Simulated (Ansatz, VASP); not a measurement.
# Tl2Se in two plane-wave programs, part 2 of 2

Wanted: the spread between two codes on one cell, functional and k mesh. The cell is generated by rule, not measured, and may not be a known phase. The cell is taken from a series of runs on this material, whose earlier steps may have relaxed, scaled, displaced or heated it; both programs get it as it stands.

VASP 6.6.1 and Ansatz 0.2.0.

So far: Starting point; Ansatz: zone-centre phonons, PBE.

### Step 3. VASP: zone-centre phonons, PBE

Level of this step: PBE; plane waves and PAW (Se, Tl_d); invented cell (VASP).

The same cell, functional, mesh and smearing now go to VASP, with its own data sets.

Lines of VASP's logs that name or quote its potential files are left out, and so is its time.

Input file INCAR:

```
SYSTEM = Tl2Se
PREC = Accurate
ENCUT = 500
EDIFF = 1E-08
NELM = 120
ISMEAR = 0
SIGMA = 0.02
LREAL = .FALSE.
ALGO = Normal
GGA = PE
NBANDS = 22
LORBIT = 11
LWAVE = .FALSE.
LCHARG = .FALSE.
ISIF = 2
IBRION = 8
LASPH = .TRUE.
GGA_COMPAT = .FALSE.
EFERMI = MIDGAP
KPAR = 2
```

Input file POSCAR:

```
Tl2Se
1.0
    0.0000000000      3.7870920244      3.7870920244
    3.7870920244      0.0000000000      3.7870920244
    3.7870920244      3.7870920244      0.0000000000
Se Tl
1 2
Direct
    0.0000000000      0.0000000000      0.0000000000
    0.2500000000      0.2500000000      0.2500000000
    0.7500000000      0.7500000000      0.7500000000
```

Input file KPOINTS:

```
Automatic mesh
0
Gamma
8 8 8
0 0 0
```

Potentials, in the order of the species: Se and Tl_d (PBE family, release 64).

Command:

```bash
$ mpirun -np 2 vasp_std
```

Numbers of over 12 decimals in the logs are rounded to 6 here.

The log of the run:

```text
[banner, memory and clock lines left out]
running    2 mpi-ranks, on    1 nodes
 distrk:  each k-point on    1 cores,    2 groups
 distr:  one band on    1 cores,    1 groups

 POSCAR found type information on POSCAR SeTl
 POSCAR found :  2 types and       3 ions
 LDA part: xc-table for (Slater+PW92), standard interpolation
 POSCAR, INCAR and KPOINTS ok, starting setup
 FFT: planning ... GRIDC
 FFT: planning ... GRID_SOFT
 FFT: planning ... GRID
 WAVECAR not read
 entering main loop
       N       E                     dE             d eps       ncg     rms          rms(c)
DAV:   1     0.152770681706E+03    0.15277E+03   -0.15358E+04  1276   0.125E+03
DAV:   2    -0.354094162669E+01   -0.15631E+03   -0.14915E+03  1486   0.263E+02
DAV:   3    -0.940235734544E+01   -0.58614E+01   -0.57563E+01  1486   0.403E+01
DAV:   4    -0.947046375831E+01   -0.68106E-01   -0.68087E-01  1344   0.441E+00
DAV:   5    -0.947152249649E+01   -0.10587E-02   -0.10587E-02  1536   0.570E-01    0.352E+00
DAV:   6    -0.887954073022E+01    0.59198E+00   -0.77375E-01  1358   0.473E+00    0.220E+00
DAV:   7    -0.888415885210E+01   -0.46181E-02   -0.15731E-01  1294   0.151E+00    0.130E+00
DAV:   8    -0.888756598182E+01   -0.34071E-02   -0.16662E-02  1342   0.889E-01    0.240E-01
DAV:   9    -0.888701535714E+01    0.55062E-03   -0.26023E-03  1380   0.375E-01    0.128E-01
DAV:  10    -0.888821835429E+01   -0.12030E-02   -0.16536E-03  1312   0.185E-01    0.476E-02
DAV:  11    -0.888843153175E+01   -0.21318E-03   -0.23450E-04  1366   0.742E-02    0.131E-02
DAV:  12    -0.888846532105E+01   -0.33789E-04   -0.59346E-05  1306   0.454E-02    0.799E-03
DAV:  13    -0.888847065875E+01   -0.53377E-05   -0.10496E-05  1360   0.142E-02    0.221E-03
DAV:  14    -0.888847078002E+01   -0.12127E-06   -0.61343E-07  1430   0.483E-03    0.150E-03
DAV:  15    -0.888847081481E+01   -0.34784E-07   -0.17078E-07  1294   0.200E-03    0.199E-04
DAV:  16    -0.888847082645E+01   -0.11639E-07   -0.48929E-09   944   0.568E-04    0.723E-05
DAV:  17    -0.888847082690E+01   -0.45929E-09   -0.27646E-09   848   0.258E-04
   1 F= -.88884708E+01 E0= -.88884708E+01  d E =-.252322E-09
 Linear response reoptimize wavefunctions to high precision
DAV:   1    -0.888847082690E+01    0.50022E-11   -0.30785E-10   686   0.956E-05
 Linear response DOF=           2
 Linear response progress:
  Degree of freedom:   1/  2
       N       E                     dE             d eps       ncg     rms          rms(c)
RMM:   1    -0.884691879154E-01   -0.88469E-01    0.94302E-02  5210   0.979E-01
RMM:   2    -0.875443485421E-01    0.92484E-03   -0.17390E-03  3925   0.160E-01    0.482E-02
RMM:   3    -0.877716882715E-01   -0.22734E-03   -0.10278E-04  3971   0.394E-02    0.273E-02
RMM:   4    -0.880249999200E-01   -0.25331E-03   -0.74588E-05  3943   0.339E-02    0.750E-03
RMM:   5    -0.879993189662E-01    0.25681E-04   -0.29048E-06  4036   0.814E-03    0.294E-03
RMM:   6    -0.879895448533E-01    0.97741E-05   -0.10941E-07  4091   0.148E-03    0.951E-04
RMM:   7    -0.879908612531E-01   -0.13164E-05   -0.49736E-08  4032   0.934E-04    0.196E-04
RMM:   8    -0.879889582174E-01    0.19030E-05   -0.14616E-08  3918   0.322E-04    0.881E-05
RMM:   9    -0.879896237607E-01   -0.66554E-06   -0.18671E-08  4048   0.112E-04    0.190E-05
RMM:  10    -0.879894081133E-01    0.21565E-06   -0.29105E-08  4124   0.435E-05    0.785E-06
RMM:  11    -0.879893931103E-01    0.15003E-07   -0.88878E-09  4189   0.103E-05    0.257E-06
RMM:  12    -0.879893985669E-01   -0.54566E-08   -0.72791E-09  3572   0.677E-06    0.426E-07
 first order change of Fermi-energy   0.16442E-02
 force on displaced ion       1 direction 1 :  -1.433   0.000   0.000
 Linear response progress:
  Degree of freedom:   2/  2
       N       E                     dE             d eps       ncg     rms          rms(c)
RMM:   1    -0.344095625588E+00   -0.34410E+00   -0.24640E-01  6910   0.365E+00
RMM:   2    -0.344923616101E+00   -0.82799E-03   -0.33143E-03  6337   0.438E-01    0.296E-02
RMM:   3    -0.344777154399E+00    0.14646E-03   -0.69901E-05  7238   0.597E-02    0.160E-02
RMM:   4    -0.344599417607E+00    0.17774E-03   -0.90259E-06  7226   0.170E-02    0.333E-03
RMM:   5    -0.344603089351E+00   -0.36717E-05   -0.25779E-07  7381   0.261E-03    0.173E-03
RMM:   6    -0.344609753899E+00   -0.66645E-05   -0.14453E-07  6982   0.233E-03    0.362E-04
RMM:   7    -0.344609676532E+00    0.77367E-07    0.12541E-08  7314   0.452E-04    0.195E-04
RMM:   8    -0.344611178221E+00   -0.15017E-05   -0.57782E-09  6651   0.313E-04    0.257E-05
RMM:   9    -0.344611134325E+00    0.43895E-07   -0.58150E-10  7587   0.663E-05    0.132E-05
RMM:  10    -0.344611167828E+00   -0.33503E-07   -0.41789E-09  7339   0.242E-05    0.368E-06
RMM:  11    -0.344611140214E+00    0.27614E-07   -0.19668E-09  7551   0.109E-05    0.101E-06
RMM:  12    -0.344611145996E+00   -0.57813E-08   -0.52082E-10  5293   0.492E-06    0.422E-07
 first order change of Fermi-energy  -0.11639E-03
 force on displaced ion       2 direction 1 :  -1.419   0.000   0.000
 Linear response finished
```

Parts of OUTCAR (step 3):

```text
ion  position               nearest neighbor table
   1  0.000  0.000  0.000-   2 3.28   3 3.28   3 3.28   3 3.28   3 3.28   2 3.28   2 3.28   2 3.28

  LATTYP: Found a face centered cubic cell.
 ALAT       =     7.5741840488

 Subroutine GETGRP returns: Found 48 space group operations
 (whereof 48 operations were pure point group operations)

The static configuration has the point symmetry O_h .

 Found     29 irreducible k-points:

   k-points           NKPTS =     29   k-points in BZ     NKDIM =     29   number of bands    NBANDS=     22

   dimension x,y,z NGX =    40 NGY =   40 NGZ =   40
   dimension x,y,z NGXF=    80 NGYF=   80 NGZF=   80

   ENCUT  =  500.0 eV  36.75 Ry    6.06 a.u.   9.76  9.76  9.76*2*pi/ulx,y,z

   NELECT =      32.0000    total number of electrons

 k-points in reciprocal lattice and weights: Automatic mesh
   0.00000000  0.00000000  0.00000000       0.002
   0.12500000  0.00000000  0.00000000       0.016
   0.25000000  0.00000000  0.00000000       0.016
   0.37500000  0.00000000  0.00000000       0.016
   0.50000000  0.00000000  0.00000000       0.008
   0.12500000  0.12500000  0.00000000       0.012
   0.25000000  0.12500000  0.00000000       0.047
   0.37500000  0.12500000  0.00000000       0.047
   0.50000000  0.12500000  0.00000000       0.047
[...]
-0.37500000  0.50000000  0.12500000       0.023
  -0.25000000  0.50000000  0.25000000       0.012

 average (electrostatic) potential at core
       1 -54.5261       2 -86.1171       3 -86.1171

  Total       -0.0221858     -0.0221858     -0.0221858      0.0000000      0.0000000      0.0000000
  in kB       -0.3272182     -0.3272182     -0.3272182      0.0000000      0.0000000      0.0000000
  external PRESSURE =      -0.3272182 kB  Pullay stress =       0.0000000 kB

  energy-cutoff  :      500.00
  volume of cell :      108.63
      direct lattice vectors                 reciprocal lattice vectors
     0.000000000  3.787092024  3.787092024    -0.132027423  0.132027423  0.132027423
     3.787092024  0.000000000  3.787092024     0.132027423 -0.132027423  0.132027423
     3.787092024  3.787092024  0.000000000     0.132027423  0.132027423 -0.132027423

 POSITION                                       TOTAL-FORCE (eV/Angst)
 -----------------------------------------------------------------------------------
      0.00000      0.00000      0.00000         0.000000     -0.000000      0.000000
      1.89355      1.89355      1.89355        -0.000000     -0.000000      0.000000
      5.68064      5.68064      5.68064        -0.000000      0.000000     -0.000000
 -----------------------------------------------------------------------------------
    total drift:                               -0.000000     -0.000000      0.000000

 Eigenvectors and eigenvalues of the dynamical matrix
 ----------------------------------------------------

   1 f  =    2.301701 THz    14.462015 2PiTHz   76.776487 cm-1     9.519067 meV
             X         Y         Z           dx          dy          dz
      0.000000  0.000000  0.000000    -0.335444   -0.851443   -0.000000
      1.893546  1.893546  1.893546     0.104490    0.265223    0.000000
      5.680638  5.680638  5.680638     0.104490    0.265223   -0.000000

   2 f  =    2.301701 THz    14.462015 2PiTHz   76.776487 cm-1     9.519067 meV
             X         Y         Z           dx          dy          dz
      0.000000  0.000000  0.000000     0.851443   -0.335444   -0.000000
      1.893546  1.893546  1.893546    -0.265223    0.104490    0.000000
      5.680638  5.680638  5.680638    -0.265223    0.104490    0.000000

   3 f  =    2.301701 THz    14.462015 2PiTHz   76.776487 cm-1     9.519067 meV
             X         Y         Z           dx          dy          dz
      0.000000  0.000000  0.000000    -0.000000   -0.000000    0.915138
      1.893546  1.893546  1.893546    -0.000000   -0.000000   -0.285064
      5.680638  5.680638  5.680638     0.000000    0.000000   -0.285064

   4 f  =    1.591592 THz    10.000269 2PiTHz   53.089804 cm-1     6.582294 meV
             X         Y         Z           dx          dy          dz
      0.000000  0.000000  0.000000     0.000000    0.000000    0.000000
      1.893546  1.893546  1.893546     0.629914   -0.321261    0.000000
      5.680638  5.680638  5.680638    -0.629914    0.321261    0.000000

   5 f  =    1.591592 THz    10.000269 2PiTHz   53.089804 cm-1     6.582294 meV
             X         Y         Z           dx          dy          dz
      0.000000  0.000000  0.000000    -0.000000   -0.000000   -0.000000
      1.893546  1.893546  1.893546    -0.000000   -0.000000   -0.707107
      5.680638  5.680638  5.680638     0.000000    0.000000    0.707107

   6 f  =    1.591592 THz    10.000269 2PiTHz   53.089804 cm-1     6.582294 meV
             X         Y         Z           dx          dy          dz
      0.000000  0.000000  0.000000     0.000000   -0.000000    0.000000
      1.893546  1.893546  1.893546    -0.321261   -0.629914    0.000000
      5.680638  5.680638  5.680638     0.321261    0.629914    0.000000

   7 f/i=    0.001957 THz     0.012294 2PiTHz    0.065266 cm-1     0.008092 meV
             X         Y         Z           dx          dy          dz
      0.000000  0.000000  0.000000    -0.104269    0.388933    0.019552
      1.893546  1.893546  1.893546    -0.167367    0.624293    0.031384
      5.680638  5.680638  5.680638    -0.167367    0.624293    0.031384

   8 f/i=    0.001957 THz     0.012294 2PiTHz    0.065266 cm-1     0.008092 meV
             X         Y         Z           dx          dy          dz
      0.000000  0.000000  0.000000     0.389394    0.104379    0.000275
      1.893546  1.893546  1.893546     0.625034    0.167544    0.000441
      5.680638  5.680638  5.680638     0.625034    0.167544    0.000441

   9 f/i=    0.001957 THz     0.012294 2PiTHz    0.065266 cm-1     0.008092 meV
             X         Y         Z           dx          dy          dz
      0.000000  0.000000  0.000000    -0.004797    0.018957   -0.402667
      1.893546  1.893546  1.893546    -0.007701    0.030428   -0.646338
      5.680638  5.680638  5.680638    -0.007701    0.030428   -0.646338

 ELASTIC MODULI CONTR FROM IONIC RELAXATION (kBar)
 Direction    XX          YY          ZZ          XY          YZ          ZX
 --------------------------------------------------------------------------------
 XX          -0.0000      0.0000      0.0000     -0.0000      0.0000     -0.0000
 YY           0.0000     -0.0000     -0.0000     -0.0000     -0.0000      0.0000
 ZZ           0.0000     -0.0000     -0.0000      0.0000     -0.0000     -0.0000
 XY          -0.0000     -0.0000      0.0000    -30.3450     -0.0000      0.0000
 YZ           0.0000     -0.0000     -0.0000     -0.0000    -30.3450      0.0000
 ZX          -0.0000      0.0000     -0.0000      0.0000      0.0000    -30.3450
 --------------------------------------------------------------------------------
```

### Step 4. Comparison

Known differences besides the potentials themselves: VASP's run holds the zone centre alone; the data sets hold 42 valence electrons in Ansatz (on its default PAW (the set named soft_2) files) and 32 in VASP; the cutoff is 420 eV in Ansatz and 500 eV in VASP. Total energies have different zeros and are not compared.

The two programs side by side:

| quantity | Ansatz | VASP | difference |
| --- | --- | --- | --- |
| optical mode 1 to 3 (cm⁻¹) | 52.8 | 53.1 | -0.55 % |
| optical mode 4 to 6 (cm⁻¹) | 76.0 | 76.8 | -1.00 % |

Modes are paired by rising frequency, not by their patterns, so a pair may set unlike modes beside each other; they are those without the splitting of longitudinal modes.

### Step 5. Results

```
r.m.s. difference of the optical zone-centre modes, each program's sorted by frequency (zone-centre phonons, PBE) : 0.58 cm⁻¹
difference in optical mode 4 to 6 (zone-centre phonons, PBE)                                                      : -1.0 %
```

The r.m.s. difference of the optical zone-centre modes, each program's sorted by frequency is 0.58 cm⁻¹ (zone-centre phonons, PBE). The data sets hold unlike numbers of valence electrons (42 in Ansatz and 32 in VASP), so part of the differences comes from the potentials. Among the rows given in per cent, the largest difference of the zone-centre phonons, PBE pair is in optical mode 4 to 6, -1.0 %. Such differences can come from data sets, numerical settings and the points named under the comparisons, not from the functional's error against experiment.

[Lines on the potential files, build, host, timing and source positions are cut from VASP's logs without a mark.]

[Logs are printed without paths, hosts, clocks, repeated set-up lines and the standing remarks that a program may print on its own settings, such as how far it seeks lower states.]

[Hosts, paths, dates, database ids (printed as entryN), source tags and the programs' standing remarks are cut or masked in the printed files.]
